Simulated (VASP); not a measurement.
Crystal: Na2Pd.

```
CELL_PARAMETERS angstrom
3.13084 0.00000 0.00000
-1.56542 2.71139 0.00000
0.00000 0.00000 7.96545
ATOMIC_POSITIONS crystal
Na 0.33333 0.66667 0.28639
Na 0.66667 0.33333 0.71361
Pd 0.00000 0.00000 0.00000
```

The cell was built by a generator and needn't be a form met in nature.

- Program: VASP 6.6.1
- Task: single point
- Functional: PBE
- Potentials or basis: VASP PAW PBE potentials, release 64 (Na_pv, Pd)
- Cutoff: 520 eV
- k mesh: 10 × 10 × 4
- Occupations: fermi-dirac, width 0.05 eV
- Spin: no spin polarisation

On this cell: pressure 0.0 GPa; largest force 0.019 eV/Å; band gap on the k mesh none (metal or under the smearing width).

The same run follows on a disturbed copy (atoms moved at random, drawn with an rms of 0.05 Å):

```
CELL_PARAMETERS angstrom
3.13084 0.00000 0.00000
-1.56542 2.71139 0.00000
0.00000 0.00000 7.96545
ATOMIC_POSITIONS crystal
Na 0.34175 0.68432 0.28861
Na 0.65868 0.31508 0.71409
Pd 0.00879 0.00028 0.99604
```

Question: What changes?

Answer: The energy (extrapolated to zero smearing) moves by +1.5 meV/atom; pressure 0.0 GPa; largest force 0.159 eV/Å; band gap on the k mesh none (metal or under the smearing width).

Forces on the atoms (eV/Å):
```
Na   0.012 -0.019 -0.070
Na   0.013  0.025 -0.087
Pd  -0.025 -0.006  0.157
```

Stress tensor (GPa, compression positive):
```
 0.41  0.00  0.00
 0.00  0.08 -0.20
 0.00 -0.20 -0.53
```
